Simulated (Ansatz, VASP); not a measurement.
# Zn2SeS: VASP beside Ansatz

One calculation is typed for both programs; each brings its own data sets. How far apart do they land? The cell is taken from a series of runs on this material, whose earlier steps may have relaxed, scaled, displaced or heated it; both programs get it as it stands.

Calculated with Ansatz 0.2.0; plane waves, with VASP 6.6.1 beside it; zone-centre phonons at PBEsol with D4.

### 1. The structure

Symmetry: P-4m2, No. 115, tetragonal system. Conventional cell: a = 3.861 Å, b = 3.861 Å, c = 5.460 Å, α = 90.00°, β = 90.00°, γ = 90.00°. Nearest to Zn lie 2 S at 2.32 Å and 2 Se at 2.41 Å. Nearest to Se lie 4 Zn at 2.41 Å. Nearest to S lie 4 Zn at 2.32 Å. Farther neighbours and most contacts between anions are not listed.

Structure file:

```xyz
4
Lattice="3.8614 0.0000 0.0000 0.0000 3.8614 0.0000 0.0000 0.0000 5.4598" Properties=species:S:1:pos:R:3 pbc="T T T"
Zn    1.9307    0.0000    4.1687
Zn    0.0000    1.9307    1.2910
Se    0.0000    0.0000    2.7299
S     1.9307    1.9307    0.0000
```

### 2. VASP: zone-centre phonons, PBEsol with D4

Second derivatives magnify differences that forces hide, and they need a tight electronic threshold.

Lines of VASP's logs that name or quote its potential files are left out, and so is its time.

INCAR

```
SYSTEM = Zn2SeS
PREC = Accurate
ENCUT = 500
EDIFF = 1E-08
NELM = 120
ISMEAR = -1
SIGMA = 0.05
LREAL = .FALSE.
ALGO = Normal
GGA = PS
IVDW = 13
NELECT = 35.96
NBANDS = 23
LORBIT = 11
LWAVE = .FALSE.
LCHARG = .FALSE.
ISIF = 2
IBRION = 6
NFREE = 2
POTIM = 0.015
NSW = 1
LASPH = .TRUE.
GGA_COMPAT = .FALSE.
KPAR = 2
```

POSCAR

```
Zn2SeS
1.0
    3.8613663361      0.0000000000      0.0000000000
    0.0000000000      3.8613663361      0.0000000000
    0.0000000000      0.0000000000      5.4597651621
Zn Se S
2 1 1
Direct
    0.5000000000      0.0000000000      0.7635396844
    0.0000000000      0.5000000000      0.2364603156
    0.0000000000      0.0000000000      0.5000000000
    0.5000000000      0.5000000000      0.0000000000
```

KPOINTS

```
Automatic mesh
0
Gamma
10 10 6
0 0 0
```

The projector-augmented-wave data sets are Zn, Se and S (PBE family, release 64).

Command:

```
mpirun -np 2 vasp_std
```

Numbers of over 12 decimals in the logs are rounded to 6 here.

What it wrote:

```text
[banner, memory and clock lines left out]
running    2 mpi-ranks, on    1 nodes
 distrk:  each k-point on    1 cores,    2 groups
 distr:  one band on    1 cores,    1 groups

 POSCAR found type information on POSCAR ZnSeS
 POSCAR found :  3 types and       4 ions
|                                                                             |
|               ----> ADVICE to this user running VASP <----                  |
|                                                                             |
|     You enforced a specific xc type in the INCAR file but a different       |
|     [... a line on the potential file left out ...]
|     I HOPE YOU KNOW WHAT YOU ARE DOING!                                     |
|                                                                             |

 LDA part: xc-table for (Slater+PW92), standard interpolation
 POSCAR, INCAR and KPOINTS ok, starting setup
 FFT: planning ... GRIDC
 FFT: planning ... GRID_SOFT
 FFT: planning ... GRID
 WAVECAR not read
 entering main loop
       N       E                     dE             d eps       ncg     rms          rms(c)
DAV:   1     0.227021005619E+03    0.22702E+03   -0.16328E+04  3864   0.174E+03
DAV:   2     0.533776136277E+01   -0.22168E+03   -0.21530E+03  4067   0.359E+02
DAV:   3    -0.147106093607E+02   -0.20048E+02   -0.19935E+02  4690   0.111E+02
DAV:   4    -0.151007140829E+02   -0.39010E+00   -0.38943E+00  4445   0.160E+01
DAV:   5    -0.151062951249E+02   -0.55810E-02   -0.55802E-02  4854   0.184E+00BRMIX: very serious problems
 the old and the new charge density differ
 old charge density:    36.00000 new   35.95999
BRMIX: very serious problems
 the old and the new charge density differ
 old charge density:    36.00000 new   35.95999
    0.872E+00
DAV:   6    -0.144051153496E+02    0.70118E+00   -0.19565E+00  4937   0.431E+01    0.664E+00
DAV:   7    -0.144091203849E+02   -0.40050E-02   -0.13059E+00  4249   0.721E+00    0.294E+00
DAV:   8    -0.143995870445E+02    0.95333E-02   -0.36730E-02  5497   0.268E+00    0.974E-01
DAV:   9    -0.143989507322E+02    0.63631E-03   -0.12751E-02  5345   0.185E+00    0.252E-01
DAV:  10    -0.143989647180E+02   -0.13986E-04   -0.76400E-04  4769   0.321E-01    0.165E-01
DAV:  11    -0.143990251521E+02   -0.60434E-04   -0.31039E-04  5483   0.134E-01    0.323E-02
DAV:  12    -0.143990341295E+02   -0.89774E-05   -0.53244E-05  4676   0.673E-02    0.220E-02
DAV:  13    -0.143990385061E+02   -0.43766E-05   -0.12989E-05  5123   0.451E-02    0.667E-03
DAV:  14    -0.143990384085E+02    0.97601E-07   -0.22213E-06  5088   0.275E-02    0.353E-03
DAV:  15    -0.143990384732E+02   -0.64668E-07   -0.34766E-07  4705   0.533E-03    0.111E-03
DAV:  16    -0.143990384701E+02    0.31469E-08   -0.10644E-07  5064   0.353E-03    0.881E-04
DAV:  17    -0.143990384785E+02   -0.84679E-08   -0.17833E-08  3526   0.964E-04
   1 F= -.15146379E+02 E0= -.15144656E+02  d E =-.344589E-02
[... from here on, the cycles between the ionic steps are left out ...]
   2 F= -.15145692E+02 E0= -.15143970E+02  d E =-.344309E-02
   7 F= -.15145133E+02 E0= -.15143410E+02  d E =-.344492E-02
   8 F= -.15145478E+02 E0= -.15143756E+02  d E =-.344387E-02
   9 F= -.15145478E+02 E0= -.15143756E+02  d E =-.344387E-02
  10 F= -.15145293E+02 E0= -.15143570E+02  d E =-.344625E-02
  11 F= -.15145293E+02 E0= -.15143570E+02  d E =-.344625E-02
  12 F= -.15145498E+02 E0= -.15143776E+02  d E =-.344518E-02
  13 F= -.15145498E+02 E0= -.15143776E+02  d E =-.344518E-02
  14 F= -.15145394E+02 E0= -.15143670E+02  d E =-.344622E-02
 Finite differences progress:
  Degree of freedom:   7/  7
  Displacement:        1/  2
  Total:              13/ 14
 bond charge predicted
       N       E                     dE             d eps       ncg     rms          rms(c)
DAV:   1    -0.143952558071E+02    0.27977E-02   -0.54741E-01  6904   0.262E+00    0.355E-01
DAV:   2    -0.143981636305E+02   -0.29078E-02   -0.31470E-02  7767   0.107E+00    0.159E-01
DAV:   3    -0.143980815250E+02    0.82106E-04   -0.48409E-04  7858   0.250E-01    0.106E-01
DAV:   4    -0.143980546488E+02    0.26876E-04   -0.23661E-04  8222   0.122E-01    0.214E-02
DAV:   5    -0.143980536861E+02    0.96272E-06   -0.52094E-05  7205   0.127E-01    0.164E-02
DAV:   6    -0.143980535287E+02    0.15735E-06   -0.54590E-06  9281   0.367E-02    0.868E-03
DAV:   7    -0.143980535427E+02   -0.13930E-07   -0.46493E-07  7731   0.600E-03    0.292E-03
DAV:   8    -0.143980535256E+02    0.17068E-07   -0.24069E-07  9410   0.489E-03    0.482E-04
DAV:   9    -0.143980535245E+02    0.10969E-08   -0.46229E-08  7562   0.162E-03
  15 F= -.15145394E+02 E0= -.15143670E+02  d E =-.344622E-02
 Finite differences progress:
  Degree of freedom:   7/  7
  Displacement:        2/  2
  Total:              14/ 14
```

Parts of OUTCAR (step 2):

```text
NELECT = 35.96

 ion  position               nearest neighbor table
   1  0.500  0.000  0.764-   4 2.32   4 2.32   3 2.41   3 2.41
   2  0.000  0.500  0.236-   4 2.32   4 2.32   3 2.41   3 2.41
   3  0.000  0.000  0.500-   1 2.41   2 2.41   2 2.41   1 2.41
   4  0.500  0.500  0.000-   1 2.32   2 2.32   1 2.32   2 2.32

  LATTYP: Found a simple tetragonal cell.
 ALAT       =     3.8613663361
 C/A-ratio  =     1.4139464342

 Subroutine GETGRP returns: Found  8 space group operations
 (whereof  8 operations were pure point group operations)

The static configuration has the point symmetry D_2d.

 Found     84 irreducible k-points:

   k-points           NKPTS =     84   k-points in BZ     NKDIM =     84   number of bands    NBANDS=     23

   dimension x,y,z NGX =    28 NGY =   28 NGZ =   40
   dimension x,y,z NGXF=    56 NGYF=   56 NGZF=   80

   ENCUT  =  500.0 eV  36.75 Ry    6.06 a.u.   7.04  7.04  9.95*2*pi/ulx,y,z

 k-points in reciprocal lattice and weights: Automatic mesh
   0.00000000  0.00000000  0.00000000       0.002
   0.10000000  0.00000000  0.00000000       0.007
   0.20000000  0.00000000  0.00000000       0.007
   0.30000000  0.00000000  0.00000000       0.007
   0.40000000  0.00000000  0.00000000       0.007
   0.50000000  0.00000000  0.00000000       0.003
   0.10000000  0.10000000  0.00000000       0.007
   0.20000000  0.10000000  0.00000000       0.013
   0.30000000  0.10000000  0.00000000       0.013
[...]
22       7.9905      0.00000
    ...

 k-point     3 :       0.2000    0.0000    0.0000
  band No.  band energies     occupation
    ...
     14      -1.1048      2.00000
     15      -0.0560      2.00000
     16       0.4664      2.00000
     17       1.4632      1.99998
     18       2.0260      1.25639
     19       5.0734      0.00000
     20       5.7242      0.00000
     21       7.2149      0.00000
     22       7.8480      0.00000
     23       8.4216      0.00000

 k-point     4 :       0.3000    0.0000    0.0000
  band No.  band energies     occupation
    ...
     14      -1.3544      2.00000
     15      -0.5294      2.00000
     16       0.2391      2.00000
     17       0.7950      2.00000
     18       1.8591      1.95887
     19       5.6762      0.00000
     20       6.1808      0.00000
     21       7.8706      0.00000
     22       8.3492      0.00000
     23       8.7554      0.00000

 k-point     5 :       0.4000    0.0000    0.0000
  band No.  band energies     occupation
    ...
     14      -1.4998      2.00000
     15      -1.0524      2.00000
     16       0.0592      2.00000
     17       0.5612      2.00000
     18       1.6360      1.99951
     19       6.1337      0.00000
     20       6.6435      0.00000
     21       8.1674      0.00000
     22       8.5518      0.00000
     23       9.0865      0.00000

  DFT-D4 for vdW energy calculation

  Edisp (eV):   -0.74734

  Total      -0.34747    -0.16012    -0.21008     0.00000     0.00000     0.00000
  in kB      -6.83868    -3.15143    -4.13474     0.00000     0.00000     0.00000
  external pressure =       -4.71 kB  Pullay stress =        0.00 kB

  energy-cutoff  :      500.00
  volume of cell :       81.41
      direct lattice vectors                 reciprocal lattice vectors
     3.861366336  0.000000000  0.000000000     0.258975687  0.000000000  0.000000000
     0.000000000  3.861366336  0.000000000     0.000000000  0.258975687  0.000000000
     0.000000000  0.000000000  5.459765162     0.000000000  0.000000000  0.183158061

 POSITION                                       TOTAL-FORCE (eV/Angst)
 -----------------------------------------------------------------------------------
      1.93068      0.00000      4.16875         0.000000      0.000000     -0.023121
      0.00000      1.93068      1.29102         0.000000      0.000000     -0.064385
      0.00000      0.00000      2.72988         0.000000      0.000000     -0.043968
      1.93068      1.93068     -0.01500         0.000000      0.000000      0.131474
 -----------------------------------------------------------------------------------
    total drift:                                0.000000      0.000000     -0.000189

  FREE ENERGIE OF THE ION-ELECTRON SYSTEM (eV)
  ---------------------------------------------------
  free  energy   TOTEN  =       -15.1453935575 eV

  energy  without entropy=      -15.1419473352  energy(sigma->0) =      -15.14367045

 Eigenvectors and eigenvalues of the dynamical matrix
 ----------------------------------------------------

   1 f  =    8.865770 THz    55.705276 2PiTHz  295.730254 cm-1    36.665862 meV
             X         Y         Z           dx          dy          dz
      1.930683  0.000000  4.168747     0.033970   -0.102012    0.000000
      0.000000  1.930683  1.291018    -0.466853    0.007423   -0.000000
      0.000000  0.000000  2.729883    -0.142725   -0.031187   -0.000000
      1.930683  1.930683  0.000000     0.845549    0.184760    0.000000

   2 f  =    8.865770 THz    55.705276 2PiTHz  295.730254 cm-1    36.665862 meV
             X         Y         Z           dx          dy          dz
      1.930683  0.000000  4.168747     0.007423    0.466853    0.000000
      0.000000  1.930683  1.291018    -0.102012   -0.033970    0.000000
      0.000000  0.000000  2.729883    -0.031187    0.142725    0.000000
      1.930683  1.930683  0.000000     0.184760   -0.845549   -0.000000

   3 f  =    8.782650 THz    55.183014 2PiTHz  292.957654 cm-1    36.322104 meV
             X         Y         Z           dx          dy          dz
      1.930683  0.000000  4.168747     0.000000   -0.000000    0.232088
      0.000000  1.930683  1.291018    -0.000000    0.000000    0.232088
      0.000000  0.000000  2.729883    -0.000000   -0.000000    0.168255
      1.930683  1.930683  0.000000     0.000000    0.000000   -0.929495

   4 f  =    6.725802 THz    42.259463 2PiTHz  224.348619 cm-1    27.815671 meV
             X         Y         Z           dx          dy          dz
      1.930683  0.000000  4.168747     0.116314   -0.124147   -0.000000
      0.000000  1.930683  1.291018     0.021044   -0.686199    0.000000
      0.000000  0.000000  2.729883    -0.117439    0.692833    0.000000
      1.930683  1.930683  0.000000    -0.012877    0.075970   -0.000000

   5 f  =    6.725802 THz    42.259463 2PiTHz  224.348619 cm-1    27.815671 meV
             X         Y         Z           dx          dy          dz
      1.930683  0.000000  4.168747    -0.686199   -0.021044   -0.000000
      0.000000  1.930683  1.291018    -0.124147   -0.116314    0.000000
      0.000000  0.000000  2.729883     0.692833    0.117439    0.000000
      1.930683  1.930683  0.000000     0.075970    0.012877   -0.000000

   6 f  =    6.541849 THz    41.103648 2PiTHz  218.212585 cm-1    27.054900 meV
             X         Y         Z           dx          dy          dz
      1.930683  0.000000  4.168747    -0.000000   -0.000000    0.418020
      0.000000  1.930683  1.291018    -0.000000   -0.000000    0.418020
      0.000000  0.000000  2.729883     0.000000    0.000000   -0.804067
      1.930683  1.930683  0.000000     0.000000    0.000000    0.063202

   7 f  =    6.238725 THz    39.199064 2PiTHz  208.101459 cm-1    25.801281 meV
             X         Y         Z           dx          dy          dz
      1.930683  0.000000  4.168747     0.000000   -0.000000    0.707107
      0.000000  1.930683  1.291018     0.000000   -0.000000   -0.707107
      0.000000  0.000000  2.729883     0.000000    0.000000    0.000000
      1.930683  1.930683  0.000000    -0.000000    0.000000    0.000000

   8 f  =    2.202372 THz    13.837912 2PiTHz   73.463225 cm-1     9.108275 meV
             X         Y         Z           dx          dy          dz
      1.930683  0.000000  4.168747     0.363482   -0.470031    0.000000
      0.000000  1.930683  1.291018    -0.511693    0.333888    0.000000
      0.000000  0.000000  2.729883     0.295425    0.271371    0.000000
      1.930683  1.930683  0.000000    -0.247257   -0.227126    0.000000

   9 f  =    2.202372 THz    13.837912 2PiTHz   73.463225 cm-1     9.108275 meV
             X         Y         Z           dx          dy          dz
      1.930683  0.000000  4.168747     0.333888    0.511693   -0.000000
      0.000000  1.930683  1.291018    -0.470031   -0.363482   -0.000000
      0.000000  0.000000  2.729883     0.271371   -0.295425   -0.000000
      1.930683  1.930683  0.000000    -0.227126    0.247257   -0.000000

  10 f/i=    0.013920 THz     0.087465 2PiTHz    0.464337 cm-1     0.057570 meV
             X         Y         Z           dx          dy          dz
      1.930683  0.000000  4.168747    -0.000000    0.000000   -0.520955
      0.000000  1.930683  1.291018    -0.000000    0.000000   -0.520955
      0.000000  0.000000  2.729883    -0.000000    0.000000   -0.570234
      1.930683  1.930683  0.000000    -0.000000    0.000000   -0.363379

  11 f/i=    0.019354 THz     0.121605 2PiTHz    0.645582 cm-1     0.080042 meV
             X         Y         Z           dx          dy          dz
      1.930683  0.000000  4.168747    -0.514857   -0.075907   -0.000000
      0.000000  1.930683  1.291018    -0.516978   -0.075596   -0.000000
      0.000000  0.000000  2.729883    -0.563110   -0.082681   -0.000000
      1.930683  1.930683  0.000000    -0.359805   -0.052830   -0.000000

  12 f/i=    0.019354 THz     0.121605 2PiTHz    0.645582 cm-1     0.080042 meV
             X         Y         Z           dx          dy          dz
      1.930683  0.000000  4.168747    -0.075596    0.516978    0.000000
      0.000000  1.930683  1.291018    -0.075907    0.514857    0.000000
      0.000000  0.000000  2.729883    -0.082681    0.563110    0.000000
      1.930683  1.930683  0.000000    -0.052830    0.359805    0.000000

 ELASTIC MODULI CONTR FROM IONIC RELAXATION (kBar)
 Direction    XX          YY          ZZ          XY          YZ          ZX
 --------------------------------------------------------------------------------
 XX        -300.7911    299.9370     -1.1664      0.0000     -0.0000      0.0000
 YY         299.9370   -300.7911     -1.1664      0.0000      0.0000     -0.0000
 ZZ          -1.1664     -1.1664     -3.1860      0.0000      0.0000      0.0000
 XY           0.0000      0.0000      0.0000      0.0000      0.0000      0.0000
 YZ          -0.0000      0.0000      0.0000      0.0000   -303.0774      0.0000
 ZX           0.0000     -0.0000      0.0000      0.0000      0.0000   -303.0774
 --------------------------------------------------------------------------------

 total charge
# of ion       s       p       d       tot
------------------------------------------
    1        0.541   0.498   9.794  10.832
    2        0.541   0.498   9.794  10.832
    3        1.436   2.444   0.035   3.915
    4        1.310   2.409   0.000   3.719
--------------------------------------------------
tot          3.827   5.849  19.623  29.299

[... 1 further part left out ...]
```

CONTCAR:

```
Zn2SeS
   1.00000000000000
     3.8613663361000001    0.0000000000000000    0.0000000000000000
     0.0000000000000000    3.8613663361000001    0.0000000000000000
     0.0000000000000000    0.0000000000000000    5.4597651621000001
  Zn              Se              S
     2     1     1
Direct
     0.5000000000000000    0.0000000000000000    0.7635396844000013
     0.0000000000000000    0.5000000000000000    0.2364603155999987
     0.0000000000000000    0.0000000000000000    0.5000000000000000
     0.5000000000000000    0.5000000000000000   -0.0027473709133362
```

Levels, forces or a CONTCAR printed for this step are those of its last displaced cell, not of the structure at rest.

[end of part 1 of 2]

[Lines on the potential files, build, host, timing and source positions are cut from VASP's logs without a mark.]

[Logs are printed without paths, hosts, clocks, repeated set-up lines and the standing remarks that a program may print on its own settings, such as how far it seeks lower states.]

[Hosts, paths, dates, database ids (printed as entryN), source tags and the programs' standing remarks are cut or masked in the printed files.]
